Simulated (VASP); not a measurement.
# SbC (Pm-3m) in VASP: further runs

Runs on SbC. Level: PBE. Tasks: single point, relaxation of cell and atoms.

Everything below comes from runs of VASP 6.6.1. Logs are shortened: lines on timing, memory, paths and dates and some standing lists are left out, and cuts for length are marked.

## Step 1: The cell of the first run

The structure is cubic, space group Pm-3m (No. 221). The conventional cell has a = 3.115 Å, b = 3.115 Å, c = 3.115 Å, α = 90.00°, β = 90.00°, γ = 90.00°. Sb (site symmetry m-3m) is surrounded by 8 C at 2.70 Å. C (site symmetry m-3m) is surrounded by 8 Sb at 2.70 Å.

The cell was built by a generator and needn't be a form met in nature.

## Step 2: Single point, PBE (species swapped into the MnIr type (P4/mmm, No. 123))

The input, INCAR:

```
SYSTEM = SbC
  PREC = Accurate
  ENCUT = 520
  EDIFF = 1E-7
  ISMEAR = 0
  SIGMA = 0.1
  LREAL = .False.
  LASPH = .True.
  NELM = 100
  ALGO = Normal
  ISIF = 2
  LWAVE = .False.
  LCHARG = .False.
  GGA = PE
  NBANDS = 12
```

The input, KPOINTS:

```
Automatic mesh
0
Gamma
  18 18 18
  0 0 0
```

The input, POSCAR:

```
SbC
1.0
    3.1146840549      0.0000000000      0.0000000000
    0.0000000000      3.1146840549      0.0000000000
    0.0000000000      0.0000000000      3.1146840549
Sb C
1 1
Direct
    0.5000000000      0.5000000000      0.5000000000
    0.0000000000      0.0000000000      0.0000000000
```

Potentials or basis: VASP PAW PBE potentials, release 64 (Sb, C).

The run is started by

```console
$ cat potpaw_PBE.64/Sb/POTCAR potpaw_PBE.64/C/POTCAR > POTCAR
$ mpirun -np 1 vasp_std > vasp.out
```

OUTCAR:

```text
SYSTEM = SbC
   PREC = Accurate
   ENCUT = 520
   EDIFF = 1E-7
   ISMEAR = 0
   LREAL = .False.
   LASPH = .True.
   NELM = 100
   ISIF = 2
   GGA = PE

 ion  position               nearest neighbor table
   1  0.500  0.500  0.500-   2 2.70   2 2.70   2 2.70   2 2.70   2 2.70   2 2.70   2 2.70   2 2.70

   2  0.000  0.000  0.000-   1 2.70   1 2.70   1 2.70   1 2.70   1 2.70   1 2.70   1 2.70   1 2.70

  LATTYP: Found a simple cubic cell.
 ALAT       =     3.1146840549

  Lattice vectors:

 A1 = (   3.1146840549,   0.0000000000,   0.0000000000)
 A2 = (   0.0000000000,   3.1146840549,   0.0000000000)
 A3 = (   0.0000000000,   0.0000000000,   3.1146840549)

Analysis of symmetry for initial positions (statically):
=====================================================================
 Subroutine PRICEL returns:
 Original cell was already a primitive cell.

 Routine SETGRP: Setting up the symmetry group for a
 simple cubic supercell.

 Subroutine GETGRP returns: Found 48 space group operations
 (whereof 48 operations were pure point group operations)
 out of a pool of 48 trial point group operations.

The static configuration has the point symmetry O_h .

Analysis of symmetry for dynamics (positions and initial velocities):
=====================================================================
 Subroutine PRICEL returns:
 Original cell was already a primitive cell.

 Routine SETGRP: Setting up the symmetry group for a
 simple cubic supercell.

 Subroutine GETGRP returns: Found 48 space group operations
 (whereof 48 operations were pure point group operations)
 out of a pool of 48 trial point group operations.

The dynamic configuration has the point symmetry O_h .

 Subroutine INISYM returns: Found 48 space group operations
 (whereof 48 operations are pure point group operations),
 and found     1 'primitive' translations

----------------------------------------------------------------------------------------

                                     Primitive cell

  volume of cell :      30.2163

  direct lattice vectors                    reciprocal lattice vectors
     3.114684055  0.000000000  0.000000000     0.321059851  0.000000000  0.000000000
     0.000000000  3.114684055  0.000000000     0.000000000  0.321059851  0.000000000
     0.000000000  0.000000000  3.114684055     0.000000000  0.000000000  0.321059851

  length of vectors
     3.114684055  3.114684055  3.114684055     0.321059851  0.321059851  0.321059851

  position of ions in fractional coordinates (direct lattice)
     0.500000000  0.500000000  0.500000000
     0.000000000  0.000000000  0.000000000

  ion indices of the primitive-cell ions
   primitive index   ion index
                 1           1
                 2           2

----------------------------------------------------------------------------------------

 KPOINTS: Automatic mesh

Automatic generation of k-mesh.
 Grid dimensions read from file:
 generate k-points for:   18   18   18

 Generating k-lattice:

  Cartesian coordinates                     Fractional coordinates (reciprocal lattice)
     0.017836658  0.000000000  0.000000000     0.055555556  0.000000000  0.000000000
     0.000000000  0.017836658  0.000000000     0.000000000  0.055555556  0.000000000
     0.000000000  0.000000000  0.017836658     0.000000000  0.000000000  0.055555556

  Length of vectors
     0.017836658  0.017836658  0.017836658

  Shift w.r.t. Gamma in fractional coordinates (k-lattice)
     0.000000000  0.000000000  0.000000000

 Subroutine IBZKPT returns following result:
 ===========================================

 Found    220 irreducible k-points:

 Following reciprocal coordinates:
            Coordinates               Weight
  0.000000  0.000000  0.000000      1.000000
  0.055556  0.000000  0.000000      6.000000
  0.111111  0.000000  0.000000      6.000000
  0.166667  0.000000  0.000000      6.000000
  0.222222  0.000000  0.000000      6.000000
  0.277778  0.000000  0.000000      6.000000
[... 16 lines left out ...]
  0.277778  0.111111  0.000000     24.000000
  0.333333  0.111111  0.000000     24.000000
 [... further k-points ...]
   k-points           NKPTS =    220   k-points in BZ     NKDIM =    220   number of bands    NBANDS=     12
   number of dos      NEDOS =    301   number of ions     NIONS =      2
   total plane-waves  NPLWV =  13824
   dimension x,y,z NGX =    24 NGY =   24 NGZ =   24
   dimension x,y,z NGXF=    48 NGYF=   48 NGZF=   48
   ions per type =               1   1
   NGX,Y,Z   is equivalent  to a cutoff of  12.81, 12.81, 12.81 a.u.
   NGXF,Y,Z  is equivalent  to a cutoff of  25.62, 25.62, 25.62 a.u.
 SYSTEM =  SbC
   PREC   = accura    normal or accurate (medium, high low for compatibility)
   ISTART =      0    job   : 0-new  1-cont  2-samecut
   ICHARG =      2    charge: 1-file 2-atom 10-const
   ISPIN  =      1    spin polarized calculation?
   LNONCOLLINEAR =      F non collinear calculations
[... 71 lines left out ...]
      9      17.2177      0.00000
     10      17.2177      0.00000
     11      25.7806      0.00000
     12      25.7806      0.00000

 k-point     2 :       0.0556    0.0000    0.0000
  band No.  band energies     occupation
      1      -5.4680      2.00000
      2       5.2627      2.00000
      3       8.0050      2.00000
      4       8.0050      2.00000
      5       8.0204      2.00000
      6      15.1506      0.00000
      7      15.1597      0.00000
      8      17.1367      0.00000
      9      17.1367      0.00000
     10      17.2903      0.00000
     11      25.5188      0.00000
     12      25.5188      0.00000

 k-point     3 :       0.1111    0.0000    0.0000
  band No.  band energies     occupation
      1      -5.3287      2.00000
      2       4.6597      2.00000
      3       8.1269      2.00000
      4       8.1269      2.00000
      5       8.1624      2.00000
      6      15.1291      0.00000
      7      15.2650      0.00000
      8      16.8966      0.00000
      9      16.8966      0.00000
     10      17.6487      0.00000
     11      25.0746      0.00000
     12      25.0748      0.00000

 k-point     4 :       0.1667    0.0000    0.0000
  band No.  band energies     occupation
      1      -5.0967      2.00000
      2       3.8252      2.00000
      3       8.3254      2.00000
      4       8.3254      2.00000
      5       8.3579      2.00000
      6      14.8180      0.00000
      7      15.4558      0.00000
      8      16.5103      0.00000
      9      16.5103      0.00000
     10      18.4319      0.00000
     11      24.0340      0.00000
     12      24.7204      0.00000

 k-point     5 :       0.2222    0.0000    0.0000
  band No.  band energies     occupation
      1      -4.7725      2.00000
      2       2.8734      2.00000
      3       8.5928      2.00000
      4       8.5928      2.00000
      5       8.5996      2.00000
      6      14.2858      0.00000
      7      15.7230      0.00000
      8      16.0065      0.00000
      9      16.0065      0.00000
     10      19.5247      0.00000
     11      22.8792      0.00000
     12      24.5154      0.00000
[... 228 lines left out ...]
      1      -4.9113      2.00000
      2       3.7303      2.00000
      3       6.7919      2.00000
      4       8.4759      2.00000
      5       9.5943      0.43967
      6      14.3014      0.00000
      7      15.2997      0.00000
      8      16.3466      0.00000
      9      16.8578      0.00000
     10      19.0647      0.00000
     11      23.1387      0.00000
     12      23.9479      0.00000

 k-point    22 :       0.2222    0.1111    0.0000
  band No.  band energies     occupation
      1      -4.5875      2.00000
      2       2.9209      2.00000
      3       6.8149      2.00000
      4       8.7328      2.00000
      5       9.9659      0.00000
      6      13.5415      0.00000
      7      15.2121      0.00000
      8      15.9302      0.00000
      9      17.0773      0.00000
     10      20.0336      0.00000
     11      22.5225      0.00000
     12      23.7104      0.00000

 k-point    23 :       0.2778    0.1111    0.0000
  band No.  band energies     occupation
      1      -4.1723      2.00000
      2       1.9929      2.00000
      3       7.0221      2.00000
      4       9.0411      2.00000
      5      10.3238      0.00000
      6      12.7346      0.00000
      7      15.0065      0.00000
      8      15.4360      0.00000
      9      17.3190      0.00000
     10      21.1432      0.00000
     11      21.9108      0.00000
     12      23.6305      0.00000

 k-point    24 :       0.3333    0.1111    0.0000
  band No.  band energies     occupation
      1      -3.6671      2.00000
      2       1.0340      2.00000
      3       7.3441      2.00000
      4       9.3773      1.97840
      5      10.6610      0.00000
      6      11.9633      0.00000
      7      14.6916      0.00000
      8      14.9154      0.00000
      9      17.6338      0.00000
     10      21.1260      0.00000
     11      22.4184      0.00000
     12      23.6821      0.00000

 [... further k-points ...]

------------------------ aborting loop because EDIFF is reached ----------------------------------------

  FORCE on cell =-STRESS in cart. coord.  units (eV):
  Direction    XX          YY          ZZ          XY          YZ          ZX
  --------------------------------------------------------------------------------------
  -------------------------------------------------------------------------------------
  Total       -0.0814575     -0.0814575     -0.0814575      0.0000000      0.0000000     -0.0000000
  in kB       -4.3191653     -4.3191653     -4.3191653      0.0000000      0.0000000     -0.0000000
  external PRESSURE =      -4.3191653 kB  Pullay stress =       0.0000000 kB

 VOLUME and BASIS-vectors are now :
 -----------------------------------------------------------------------------
  energy-cutoff  :      520.00
  volume of cell :       30.22
      direct lattice vectors                 reciprocal lattice vectors
     3.114684055  0.000000000  0.000000000     0.321059851  0.000000000  0.000000000
     0.000000000  3.114684055  0.000000000     0.000000000  0.321059851  0.000000000
     0.000000000  0.000000000  3.114684055     0.000000000  0.000000000  0.321059851

 POSITION                                       TOTAL-FORCE (eV/Angst)
 -----------------------------------------------------------------------------------
      1.55734      1.55734      1.55734         0.000000      0.000000      0.000000
      0.00000      0.00000      0.00000         0.000000      0.000000      0.000000
 -----------------------------------------------------------------------------------
    total drift:                               -0.000000      0.000000      0.000000

  FREE ENERGIE OF THE ION-ELECTRON SYSTEM (eV)
  ---------------------------------------------------
  free  energy   TOTEN  =        -8.9446893022 eV

  energy  without entropy=       -8.9399685159  energy(sigma->0) =       -8.94232891
```

Run time: 22 s. Hardware: 1 thread of Intel Xeon 6975P-C (Granite Rapids), shared host; peak memory 0.2 GiB.

What came out:

| Item | Value |
| --- | --- |
| Free energy | -8.9447 eV |
| Pressure | -0.4 GPa |
| Band gap on the k mesh | none (metal or under the smearing width) |

Levels at points of the mesh, in eV from the Fermi level:
| k point | band 1 | band 2 | band 3 | band 4 | band 5 | band 6 | band 7 | band 8 | band 9 |
| --- | --- | --- | --- | --- | --- | --- | --- | --- | --- |
| (0.00, 0.00, 0.00) | -15.05 | -4.05 | -1.58 | -1.58 | -1.58 | 5.57 | 5.57 | 7.68 | 7.68 |
| (0.50, 0.00, 0.00) | -11.40 | -11.31 | 0.46 | 0.46 | 0.56 | 2.08 | 4.22 | 4.22 | 8.33 |
| (0.50, 0.50, 0.00) | -9.13 | -8.04 | -6.41 | -6.41 | 0.93 | 4.81 | 4.81 | 6.60 | 9.27 |
| (0.50, 0.50, 0.50) | -8.09 | -5.10 | -2.64 | -2.64 | -2.64 | -2.44 | -2.44 | -2.44 | 13.90 |

## Step 3: Relaxation of cell and atoms, PBE (species swapped into the MnIr type (P4/mmm, No. 123))

The input, INCAR:

```
PREC     = Accurate       # precision mode
ENCUT    = 600            # plane-wave cutoff, eV
EDIFF    = 1E-6           # SCF threshold, eV
ISMEAR   = 0              # smearing method
SIGMA    = 0.1            # smearing width, eV
LREAL    = F              # projectors in reciprocal space
LASPH    = T              # aspherical terms in the spheres
NELM     = 100            # most SCF steps
ALGO     = Normal         # electronic algorithm
ISIF     = 3              # what is computed and relaxed
LWAVE    = F              # write WAVECAR
LCHARG   = F              # write CHGCAR
GGA      = PE             # functional
IBRION   = 2              # ionic algorithm
NSW      = 100            # ionic steps
EDIFFG   = -0.01          # ionic threshold
```

The input, KPOINTS:

```
regular mesh
0
Gamma
  18 18 18
```

The input, POSCAR:

```
SbC
1.0
    3.1197844762      0.0000000000      0.0000000000
    0.0000000000      3.1197844762      0.0000000000
    0.0000000000      0.0000000000      3.1197844762
Sb C
1 1
Direct
    0.5000000000      0.5000000000      0.5000000000
    0.0000000000      0.0000000000      0.0000000000
```

Potentials or basis: VASP PAW PBE potentials, release 64 (Sb, C).

The run is started by

```console
$ cat potpaw_PBE.64/Sb/POTCAR potpaw_PBE.64/C/POTCAR > POTCAR
$ mpirun -np 1 vasp_std > vasp.out
```

It took 49 s on 1 thread of Intel Xeon 6975P-C (Granite Rapids), shared host; peak memory 0.23 GiB.

Results (log left out):

```yaml
Free_energy: -8.9451 eV
Relaxed_volume: 15.04 Å³/atom
Relaxed_cell: a = 3.110 Å, b = 3.110 Å, c = 3.110 Å, α = 90.00°, β = 90.00°, γ = 90.00°
Space_group_after_relaxing_to_0.05_Å: Pm-3m (No. 221)
Energy_gained_by_relaxing: 0.4 meV/atom
Ionic_steps: 3
Pressure_after_relaxing: 0.0 GPa
```

The path:
```tsv
step	energy change (eV)	largest force (eV/Å)	pressure (GPa)	volume (Å³)
1	0.0000	0.0000	-0.97	30.37
2	-0.0008	0.0000	0.39	29.96
3	-0.0009	0.0000	0.00	30.07
```

Final structure:
```yaml
crystal:
  lattice:
    - [3.10979, 0.00000, 0.00000]
    - [0.00000, 3.10979, 0.00000]
    - [0.00000, 0.00000, 3.10979]
  atoms:
    - { symbol: Sb, position: [0.50000, 0.50000, 0.50000] }
    - { symbol: C, position: [0.00000, 0.00000, 0.00000] }
```

Levels at points of the mesh, in eV from the Fermi level:
```
           k point  band 1  band 2  band 3  band 4  band 5  band 6  band 7  band 8
(0.00, 0.00, 0.00)  -15.10   -4.02   -1.59   -1.59   -1.59    5.57    5.57    7.72
(0.50, 0.00, 0.00)  -11.43  -11.34    0.46    0.46    0.58    2.11    4.24    4.24
(0.50, 0.50, 0.00)   -9.14   -8.04   -6.44   -6.44    0.93    4.83    4.83    6.64
(0.50, 0.50, 0.50)   -8.10   -5.07   -2.66   -2.66   -2.66   -2.45   -2.45   -2.45
```

Caveat: the bands computed are all filled at some k points, so no gap is given. The run has no spin-orbit coupling, so splittings on Sb are missing.

## Step 4: Single point, PBE (species swapped into the MnIr type (P4/mmm, No. 123))

The input, INCAR:

```
SYSTEM = SbC
ALGO     = Fast           ! electronic algorithm
EDIFF    = 1E-7           ! SCF threshold, eV
ENCUT    = 520            ! plane-wave cutoff, eV
GGA      = PE             ! functional
ISIF     = 2              ! what is computed and relaxed
ISMEAR   = 0              ! smearing method
LASPH    = .True.         ! aspherical terms in the spheres
LCHARG   = .True.         ! write CHGCAR
LELF     = .True.         ! ELF
LREAL    = .False.        ! projectors in reciprocal space
LVHAR    = .True.       
LWAVE    = .False.        ! write WAVECAR
NBANDS   = 12             ! bands
NELM     = 100            ! most SCF steps
PREC     = Accurate       ! precision mode
SIGMA    = 0.1            ! smearing width, eV
```

The input, KPOINTS:

```
k-points
0
Gamma
  6 6 4
  0 0 0
```

The input, POSCAR:

```
SbC
1.0
    3.1025924300      0.0000000000      0.0000000000
    0.0000000000      3.1025924300      0.0000000000
    0.0000000000      0.0000000000      4.2694352500
Sb C
1 1
Direct
    0.5000000000      0.5000000000      0.5000000000
    0.0000000000      0.0000000000      0.0000000000
```

The run is started by

```console
$ cat potpaw_PBE.64/Sb/POTCAR potpaw_PBE.64/C/POTCAR > POTCAR
$ mpirun -np 1 vasp_std > vasp.out
```

Wall time 7.9 s (1 thread of Intel Xeon 6975P-C (Granite Rapids), shared host); peak memory 0.15 GiB.

The run converged. Its results:

| Quantity | Value |
| --- | --- |
| Free energy | -7.9033 eV |
| Pressure | -11.2 GPa |
| Band gap on the k mesh | none (metal or under the smearing width) |

Stress tensor (GPa, compression positive):
```
 -5.80   0.00   0.00
  0.00  -5.80   0.00
  0.00   0.00 -22.05
```

Levels at points of the mesh, in eV from the Fermi level:
```tsv
k point	band 1	band 2	band 3	band 4	band 5	band 6	band 7	band 8	band 9
(0.00, 0.00, 0.00)	-12.64	-7.11	-3.60	0.61	0.61	4.43	5.49	5.49	6.27
(0.50, 0.00, 0.00)	-9.38	-9.19	-2.74	-0.75	-0.67	0.54	1.59	6.02	9.43
(0.50, 0.50, 0.00)	-7.92	-6.20	-3.97	-3.97	0.10	1.10	1.10	2.80	5.07
(0.00, 0.00, 0.50)	-11.33	-10.26	0.78	1.02	1.19	1.19	4.23	4.23	8.03
(0.50, 0.00, 0.50)	-8.74	-8.58	-5.42	-4.15	1.64	2.47	4.30	6.38	8.71
(0.50, 0.50, 0.50)	-7.78	-5.81	-2.57	-2.57	-1.62	-1.62	-1.06	0.49	7.69
```

Caveat: the k mesh is coarse (spacing up to 0.37 Å⁻¹), so the values aren't converged. The run has no spin-orbit coupling, so splittings on Sb are missing.

## Step 5: Summary

```csv
task,cell,k mesh,cutoff (eV),mesh quality,gap on the mesh (eV),pressure (GPa)
single point,"species swapped into the MnIr type (P4/mmm, No. 123)",18 × 18 × 18,520,not flagged,none,-0.4
relaxation of cell and atoms,"relaxed from: species swapped into the MnIr type (P4/mmm, No. 123)",18 × 18 × 18,600,not flagged,-,0.0
single point,"species swapped into the MnIr type (P4/mmm, No. 123)",6 × 6 × 4,520,coarse,none,-11.2
```

Alike in all rows: level PBE; potentials or basis VASP PAW PBE potentials, release 64 (Sb, C); no spin polarisation; smearing gaussian 0.1 eV.

Caveats: some runs use coarse meshes; the bands computed are all filled at some k points, so no gap is given (some runs).

Total energies depend on the potentials used, so only differences within one code and one set of settings carry meaning.
